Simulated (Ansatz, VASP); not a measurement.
# OsCl2 in two plane-wave programs

Aim: how closely do two programs agree when they are given the same cell, functional and k mesh? The structure shown is the start of the Ansatz relaxation below; VASP solves that cell, so the two are compared at the walk's first step.

Program: Ansatz 0.2.0. Level of theory: plane waves, with VASP 6.6.1 beside it; single point at LDA. Results are calculated unless marked as measured.

### Step 1. Starting point

The cell holds 3 atoms: 1 Os and 2 Cl. Cell: a = 3.752 Å, b = 3.752 Å, c = 30.112 Å, α = 90.0°, β = 90.0°, γ = 120.0°. Vacuum lies along c. The height across the vacuum is the one that the program set for its solve, not the one typed.

### Step 2. Ansatz: relaxation, LDA

Ansatz runs on its default PAW (the set named soft_2) files.

The two programs are compared at the cell with which this relaxation starts, whose forces are those of its first step.

The input, input.yaml:

```yaml
crystal:
  lattice:
    - [3.752, 0.0, 0.0]
    - [-1.876, 3.249327315, 0.0]
    - [0.0, 0.0, 19.1558825496]
  atoms:
    - { symbol: Os, position: [0.0, 0.0, 0.5] }
    - { symbol: Cl, position: [0.3333333333, 0.6666666667, 0.5823737184] }
    - { symbol: Cl, position: [0.6666666667, 0.3333333333, 0.4176262816] }
  periodic: [true, true, false]
kpoints:
  mp_grid: { grid: [6, 6, 1] }
hamiltonian:
  xc: lda
scf:
  occupations: { method: fermi_dirac, width: 0.02 }
relax:
  f_tol: 0.01
  max_steps: 80
  cell: {}
```

Started as:

```console
$ ansatz run input.yaml --threads 4 --pin off --max-ram 14745MiB --backend cpu --events-out ev --progress --plain --runs-dir out
```

Numbers of over 12 decimals in the logs are rounded to 6 here.

Output:

```text
Warning: crystal.periodic: the lattice vector that does not repeat stood 0.000° off the slab's normal, 19.156 Å along it as the deck builds it. The run solves the slab on a vector along the normal, 30.112 Å long, with every atom where it was (on the deck's vector they left 16.00 Å outside them, and the widest stretch free of ions among them is 1.58 Å). A fractional position that the run reports is one of the run's ce [...]
crystal.periodic: the lattice vector that does not repeat stood 0.000° off the slab's normal, 19.156 Å along it as the deck builds it. The run solves the slab on a vector along the normal, 30.112 Å long, with every atom where it was (on the deck's vector they left 16.00 Å outside them, and the widest stretch free of ions among them is 1.58 Å). A fractional position that the run reports is one of the run's cell, which [...]
Engine: ansatz 0.2.0, aarch64-unknown-linux-gnu
Pseudopotentials: kind: paw
Pseudopotential: Os, paw, valence charge 16, recommended cutoff 420 eV (normal), Os.paw.azcp
Pseudopotential: Cl, paw, valence charge 7, recommended cutoff 420 eV (normal), Cl.paw.azcp
Functional definition: SPW92
  exchange = slater_x
  correlation = pw_c
Crystal: 3 atoms, lattice volume = 367.107 Å³
Basis set: ecut = 420 eV, 7193 PW (Γ)
Bands: 19, of which v1, the nominal top of the filled ones, is band 15 counted from 1 (14 counted from 0)
Symmetry: 12 space group operations
Space group: P-3m1 (ITA 164), of the structure as read, at distance tolerance 7.2e-5 Å
k-points: 7 of 36
Non-local potential: Os, projectors of the file, l = 0: 3, l = 1: 2, l = 2: 2, l = 3: 1
Non-local potential: Cl, projectors of the file, l = 0: 2, l = 1: 2, l = 2: 2
PAW form: soft (Blöchl's): semilocal exchange-correlation on the pseudo side does not see the compensation charge
PAW frozen core: Os, regenerated for the run's functional, and the local potential with it (the file was generated under x = pbe(κ = 0.804, μ = 0.219515), c = pbe(β = 0.066725))
PAW frozen core: Cl, regenerated for the run's functional, and the local potential with it (the file was generated under x = pbe(κ = 0.804, μ = 0.219515), c = pbe(β = 0.066725))
PAW one-centre angular grid: Os, 590 points (default); XC on 64 Gauss nodes
PAW one-centre angular grid: Cl, 110 points (default); XC on 64 Gauss nodes
Initial density: superposition of atomic densities (neutral atoms: chi_scale 0, normalization atom), corrected by the library's trained network
Initial wavefunctions: pseudopotential atomic-orbital guess
Functional: x = slater, c = lda
SCF iter   1: F=—  HF=-13203.795189 eV  |F-HF|=—  |Δ(HF+E_count)|=         —  Δρ=6.17e-3  dr2=3.32e-1  ethr=1.77e-3  ⟨swp⟩=13.7  Hψ=1131  notcnv=0
preconditioner: auto → none  [insulator: Δε(μ)=0.393 eV  Ē_g=7.976 eV  σ=0.020 eV  W_gap=1.00  n_scr=16 (ndim 8)  ℏωp=9.1 eV  f_vac=0.781  D(μ)=0.00/eV (n_scr^D=0)  ε∞_Penn≈2.3]
[...]
SCF 4 converged in 7 iterations: F = -13206.080273 eV  dr2 = 4.92e-8
relax step   4: F+E_penalty+E_count = -13206.08027290 eV  Δ(F+E_penalty+E_count) = -9.752e-2 eV  max|allowed force component| = 1.011e0 eV/Å  Δτ_max = 0.1044 Å  P = +4.409 N/m  Ω = 327.075 Å³  energy of the carried Pulay correction = +6.026e-4 eV  fix = [c, alpha, beta]  reactions: c +0.000 N/m  (7 SCF iters, dr2 threshold 3.00e-7 eV, accepted)
[...]
relax step   5: F+E_penalty+E_count = -13206.15908486 eV  Δ(F+E_penalty+E_count) = -7.881e-2 eV  max|allowed force component| = 1.497e-1 eV/Å  Δτ_max = 0.0571 Å  P = -0.759 N/m  Ω = 336.286 Å³  energy of the carried Pulay correction = +4.579e-4 eV  fix = [c, alpha, beta]  reactions: c -0.000 N/m  (6 SCF iters, dr2 threshold 3.00e-7 eV, accepted)
[...]
relax step   6: F+E_penalty+E_count = -13206.16158313 eV  Δ(F+E_penalty+E_count) = -2.498e-3 eV  max|allowed force component| = 1.599e-2 eV/Å  Δτ_max = 0.0057 Å  P = -0.079 N/m  Ω = 334.540 Å³  energy of the carried Pulay correction = +4.850e-4 eV  fix = [c, alpha, beta]  reactions: c -0.000 N/m  (5 SCF iters, dr2 threshold 3.00e-7 eV, accepted)
[...]
relax step   7: F+E_penalty+E_count = -13206.16161284 eV  Δ(F+E_penalty+E_count) = -2.971e-5 eV  max|allowed force component| = 1.467e-4 eV/Å  Δτ_max = 0.0007 Å  P = -0.002 N/m  Ω = 334.359 Å³  energy of the carried Pulay correction = +4.878e-4 eV  fix = [c, alpha, beta]  reactions: c -0.000 N/m  (5 SCF iters, dr2 threshold 1.60e-8 eV, accepted)
[...]
relax step   8: F+E_penalty+E_count = -13206.16091739 eV  Δ(F+E_penalty+E_count) = +6.954e-4 eV  max|allowed force component| = 4.110e-5 eV/Å  Δτ_max = 0.0000 Å  P = +0.003 N/m  Ω = 334.359 Å³  fix = [c, alpha, beta]  reactions: c +0.000 N/m  stress off target by 2.69e-3 N/m on what of the cell is left free  SCF on the basis re-selected at this cell (its energy is not comparable with the rows above)  (6 SCF iters)
basis re-selected at this cell: Δ(F+E_penalty+E_count) = +6.954e-4 eV, ΔP = +0.005 N/m vs the last step (what re-selecting the basis moved, of the pressure what is left beyond the Pulay correction that the steps carried, after the strain that the cell walked since its last selection, with what the two solves' SCF thresholds leave and, on support functions, any second-order correction that the steps lacked; it is no measure of the basis error at this ecutwfc). The dense FFT grid was sized anew with the basis: this SCF ran on 24×24×216 points, the steps before it on 27×27×216, so part of this shift can come from that change (see relax.cell in the input reference). [rest of the remark cut]
SCF converged after 6 iterations
Free energy (F): -13206.160917 eV
Harris-Foulkes:  -13206.160917 eV  (|F-HF|=3.64e-11)
Internal energy: -13206.160917 eV  (E = F + TS)
E sigma→0 (E₀):  -13206.160917 eV
Fermi energy:    -3.942129 eV
--- Per-component energies (eV) ---
  E_band       = -730.522486
  E_kinetic    = 894.433935
  E_local      = -49221.963200  (includes V_loc(G=0)·N_el)
  E_nonlocal   = 65.738131
  E_hartree    = 24136.158374
  E_xc         = -477.197961
  E_vxc        = -527.197674  (∫ρ·V_xc dr)
  E_paw        = -9999.246788  (= ΣΔE_a)
  E_vpaw       = -213.850429  (= ΣTr[D̂ρ^β])
  E_aug_tail   = 0.000125  (compensation charges beyond the density's cutoff)
  E_ewald      = 21395.172750
  E_core_change = 0.743717  (= ΣΔE_core)
  E_smearing   = -0.000000  (= −TS)
  E_closure    = -0.000000  (closes the sum)
  Σ components = -13206.160917   (vs F -13206.160917, Δ=0.00e0)
--- Forces (eV/Å), atoms counted from 1 ---
  atom   1  Os     0.00000000     0.00000000     0.00000000
  atom   2  Cl     0.00000000     0.00000000     0.00004110
  atom   3  Cl     0.00000000    -0.00000000    -0.00004110
  max |Σ_I F_I| component: 2.08e-17 eV/Å
--- 2D stress c σ (N/m, compression-positive) ---
        0.002693       0.000000       0.000000
       -0.000000       0.002693      -0.000000
        0.000000      -0.000000       0.000000
  P = ½ c Tr σ = 0.0027 N/m
--- Relaxed structure (7 steps of the walk, 7 accepted, 1 SCFs on fresh bases) ---
  F+E_penalty+E_count = -13206.16091739 eV   max|allowed force component| = 4.110e-5 eV/Å   (the final SCF, on the basis selected at the relaxed cell)
  cell:  # Å, volume = 334.3590 Å³
    - [3.580742, 0, 0]
    - [-1.790371, 3.101014, 0]
    - [0, 0, 30.111765]
  atoms:
    - { symbol: Os, position: [0, 0, 0.318080] }
    - { symbol: Cl, position: [0.333333, 0.666667, 0.355698] }
    - { symbol: Cl, position: [0.666667, 0.333333, 0.280461] }
```

### Step 3. VASP: single point, LDA, start cell

The same cell, functional (in two slightly different forms), mesh and smearing now go to VASP, with its own data sets.

Lines of VASP's logs that name or quote its potential files are left out, and so is its time.

The input, INCAR:

```
SYSTEM = OsCl2
PREC = Accurate
ENCUT = 520
EDIFF = 1E-06
NELM = 120
ISMEAR = -1
SIGMA = 0.02
LREAL = .FALSE.
ALGO = Normal
GGA = CA
NBANDS = 17
LASPH = .TRUE.
LORBIT = 11
LWAVE = .FALSE.
LCHARG = .FALSE.
ISIF = 2
LDIPOL = .TRUE.
IDIPOL = 3
DIPOL = 0.5 0.5 0.318
LVHAR = .TRUE.
GGA_COMPAT = .FALSE.
EFERMI = MIDGAP
NELMDL = -8
```

The input, POSCAR:

```
OsCl2
1.0
    3.7520000000      0.0000000000      0.0000000000
   -1.8760000000      3.2493270000      0.0000000000
    0.0000000000      0.0000000000     30.1117650000
Os Cl
1 2
Direct
    0.0000000000      0.0000000000      0.3180796941
    0.3333333333      0.6666666667      0.3704825340
    0.6666666667      0.3333333333      0.2656768874
```

The input, KPOINTS:

```
Automatic mesh
0
Gamma
6 6 1
0 0 0
```

Potentials, in the order of the species: Os and Cl (LDA family, release 64).

Started as:

```console
$ mpirun -np 1 vasp_std
```

Output:

```text
[banner, memory and clock lines left out]
running    1 mpi-ranks, on    1 nodes
 distrk:  each k-point on    1 cores,    1 groups
 distr:  one band on    1 cores,    1 groups

 POSCAR found type information on POSCAR OsCl
 POSCAR found :  2 types and       3 ions
 LDA part: xc-table for (Slater(with rela. corr.)+CA(PZ))
 , standard interpolation
 POSCAR, INCAR and KPOINTS ok, starting setup
 FFT: planning ... GRIDC
 FFT: planning ... GRID_SOFT
 FFT: planning ... GRID
 WAVECAR not read
 entering main loop
       N       E                     dE             d eps       ncg     rms          rms(c)
DAV:   1     0.182161041771E+03    0.18216E+03   -0.66269E+03   238   0.890E+02
DAV:   2     0.147525110087E+02   -0.16741E+03   -0.16232E+03   432   0.177E+02
DAV:   3    -0.143205803854E+02   -0.29073E+02   -0.28768E+02   313   0.898E+01
DAV:   4    -0.149656869849E+02   -0.64511E+00   -0.64426E+00   275   0.171E+01
DAV:   5    -0.149778992144E+02   -0.12212E-01   -0.12207E-01   355   0.221E+00
DAV:   6    -0.149782208675E+02   -0.32165E-03   -0.32164E-03   307   0.371E-01
DAV:   7    -0.149782343028E+02   -0.13435E-04   -0.13435E-04   339   0.718E-02
DAV:   8    -0.149782349140E+02   -0.61118E-06   -0.61094E-06   299   0.156E-02    0.116E+01
DAV:   9    -0.144814097350E+02    0.49683E+00   -0.11835E+00   346   0.705E+00    0.559E+00
DAV:  10    -0.144540900835E+02    0.27320E-01   -0.35165E-01   292   0.454E+00    0.244E+00
DAV:  11    -0.144156776490E+02    0.38412E-01   -0.98285E-02   314   0.242E+00    0.448E-01
DAV:  12    -0.144143528304E+02    0.13248E-02   -0.97402E-03   303   0.585E-01    0.153E-01
DAV:  13    -0.144141449742E+02    0.20786E-03   -0.11635E-03   321   0.272E-01    0.770E-02
DAV:  14    -0.144142715031E+02   -0.12653E-03   -0.78600E-05   287   0.519E-02    0.318E-02
[...]
DAV:  18    -0.144147071436E+02   -0.90767E-04   -0.65486E-06   276   0.924E-03    0.203E-03
DAV:  19    -0.144147398210E+02   -0.32677E-04   -0.24034E-06   326   0.619E-03    0.192E-03
DAV:  20    -0.144147631025E+02   -0.23281E-04   -0.55557E-07   236   0.318E-03    0.170E-03
DAV:  21    -0.144147784709E+02   -0.15368E-04   -0.53771E-07   235   0.262E-03    0.115E-03
DAV:  22    -0.144147821913E+02   -0.37203E-05   -0.73343E-08   273   0.121E-03    0.521E-04
DAV:  23    -0.144147856869E+02   -0.34956E-05   -0.74686E-08   237   0.112E-03    0.250E-04
DAV:  24    -0.144147868756E+02   -0.11887E-05   -0.21670E-08   256   0.567E-04    0.224E-04
DAV:  25    -0.144147878728E+02   -0.99719E-06   -0.10451E-08   241   0.501E-04
   1 F= -.14414788E+02 E0= -.14414744E+02  d E =-.885924E-04
```

OUTCAR, selected parts (step 3):

```text
ion  position               nearest neighbor table
   1  0.000  0.000  0.318-   3 2.68   3 2.68   3 2.68   2 2.68   2 2.68   2 2.68
   2  0.333  0.667  0.370-   1 2.68   1 2.68   1 2.68
   3  0.667  0.333  0.266-   1 2.68   1 2.68   1 2.68

  LATTYP: Found a hexagonal cell.
 ALAT       =     3.7520000000
 C/A-ratio  =     8.0255237207

 Subroutine GETGRP returns: Found 12 space group operations
 (whereof  6 operations were pure point group operations)

The static configuration has the point symmetry C_3v.
 The point group associated with its full space group is D_3d.

 Found      7 irreducible k-points:

   k-points           NKPTS =      7   k-points in BZ     NKDIM =      7   number of bands    NBANDS=     17

   dimension x,y,z NGX =    28 NGY =   28 NGZ =  224
   dimension x,y,z NGXF=    56 NGYF=   56 NGZF=  448

   ENCUT  =  520.0 eV  38.22 Ry    6.18 a.u.   6.98  6.98 55.99*2*pi/ulx,y,z

   NELECT =      22.0000    total number of electrons

 k-points in reciprocal lattice and weights: Automatic mesh
   0.00000000  0.00000000  0.00000000       0.028
   0.16666667  0.00000000  0.00000000       0.167
   0.33333333  0.00000000  0.00000000       0.167
   0.50000000  0.00000000  0.00000000       0.083
   0.16666667  0.16666667  0.00000000       0.167
   0.33333333  0.16666667  0.00000000       0.333
   0.33333333  0.33333333  0.00000000       0.056

 dipolmoment           0.000000      0.000000     -0.000004 electrons x Angstroem

 average (electrostatic) potential at core
       1 -55.3831       2-104.4137       3-104.4136

 E-fermi :  -3.1877

 k-point     1 :       0.0000    0.0000    0.0000
  band No.  band energies     occupation
    ...
      7      -6.9216      2.00000
      8      -6.9216      2.00000
      9      -4.3096      2.00000
     10      -4.3096      2.00000
     11      -4.2659      2.00000
     12      -2.8762      0.00000
     13      -2.8762      0.00000
     14      -1.9329      0.00000
     15       0.5109      0.00000
     16       1.4119      0.00000
    ...

 k-point     2 :       0.1667    0.0000    0.0000
  band No.  band energies     occupation
    ...
      7      -7.3075      2.00000
      8      -7.1610      2.00000
      9      -4.4417      2.00000
     10      -4.0020      2.00000
     11      -3.9301      2.00000
     12      -3.0443      0.00153
     13      -2.8797      0.00000
     14      -1.2592      0.00000
     15       1.2740      0.00000
     16       1.6951      0.00000
    ...

 k-point     3 :       0.3333    0.0000    0.0000
  band No.  band energies     occupation
    ...
      7      -7.5956      2.00000
      8      -7.4500      2.00000
      9      -4.7168      2.00000
     10      -3.5607      2.00000
     11      -3.5138      2.00000
     12      -2.7767      0.00000
     13      -2.7325      0.00000
     14      -0.5185      0.00000
     15       1.4421      0.00000
     16       2.6171      0.00000
    ...

  Total       -8.2194046     -8.2194030    -10.4671822     -0.0000000      0.0000000      0.0000000
  in kB      -35.8722385    -35.8722315    -45.6822942     -0.0000000      0.0000000      0.0000000
  external PRESSURE =     -39.1422547 kB  Pullay stress =       0.0000000 kB

  energy-cutoff  :      520.00
  volume of cell :      367.11
      direct lattice vectors                 reciprocal lattice vectors
     3.752000000  0.000000000  0.000000000     0.266524520  0.153878018  0.000000000
    -1.876000000  3.249327000  0.000000000     0.000000000  0.307756037  0.000000000
     0.000000000  0.000000000 30.111765000     0.000000000  0.000000000  0.033209611

 POSITION                                       TOTAL-FORCE (eV/Angst)
 -----------------------------------------------------------------------------------
      0.00000      0.00000      9.57794        -0.000000      0.000000      0.000000
     -0.00000      2.16622     11.15588         0.000000      0.000000     -3.304185
      1.87600      1.08311      8.00000        -0.000000     -0.000000      3.304185
 -----------------------------------------------------------------------------------
    total drift:                               -0.000000     -0.000000     -0.001304

  FREE ENERGIE OF THE ION-ELECTRON SYSTEM (eV)
  ---------------------------------------------------
  free  energy   TOTEN  =       -14.4147878728 eV

  energy  without entropy=      -14.4146992804  energy(sigma->0) =      -14.41474358

 vacuum level on the upper side and lower side of the slab         1.579         1.579

 total charge
# of ion       s       p       d       tot
------------------------------------------
    1        0.322   0.236   6.102   6.660
    2        1.597   3.358   0.000   4.955
    3        1.597   3.358   0.000   4.955
--------------------------------------------------
tot          3.516   6.952   6.102  16.569

[... 3 further parts left out ...]
```

This run has no spin polarisation, so a moment on Os, if there is one, isn't seen.

### Step 4. Side by side

Known differences besides the potentials themselves: the two LDA forms differ slightly; Ansatz cuts the interaction across the vacuum, VASP repeats the sheet with a dipole correction; the data sets hold 30 valence electrons in Ansatz (on its default PAW (the set named soft_2) files) and 22 in VASP; the cutoff is 420 eV in Ansatz and 520 eV in VASP; VASP's log shows a relativistic correction to its local exchange, Ansatz's none. Total energies have different zeros and are not compared.

Forces (eV/Å; atoms numbered as in POSCAR):

| atom | Ansatz x, y, z | VASP x, y, z |
| --- | --- | --- |
| Os1 | 0.000, 0.000, 0.000 | 0.000, 0.000, 0.000 |
| Cl2 | 0.000, 0.000, -3.335 | 0.000, 0.000, -3.304 |
| Cl3 | 0.000, 0.000, 3.335 | 0.000, 0.000, 3.304 |

The forces differ by 14 meV/Å r.m.s., which is 0.9 % of the r.m.s. force of 1.558 eV/Å (both taken over all components). With vacuum in the cell, a pressure given here is an average over mostly empty space and none of the material.

### Step 5. What came out

| Property | Result |
| --- | --- |
| r.m.s. force difference (single point, LDA, start cell) | 0.93 % of the r.m.s. force |

**Reading.** The r.m.s. force difference is 0.93 % of the r.m.s. force (single point, LDA, start cell), within the 3 % picked in this series as the mark of a large difference. The data sets hold unlike numbers of valence electrons (30 in Ansatz and 22 in VASP), so part of the differences comes from the potentials. 1 further run of this series is not shown here. How closely two codes agree says nothing of how well the functional describes the real material.

[Lines on the potential files, build, host, timing and source positions are cut from VASP's logs without a mark.]

[Logs are printed without paths, hosts, clocks, repeated set-up lines and the standing remarks that a program may print on its own settings, such as how far it seeks lower states.]

[Hosts, paths, dates, database ids (printed as entryN), source tags and the programs' standing remarks are cut or masked in the printed files.]
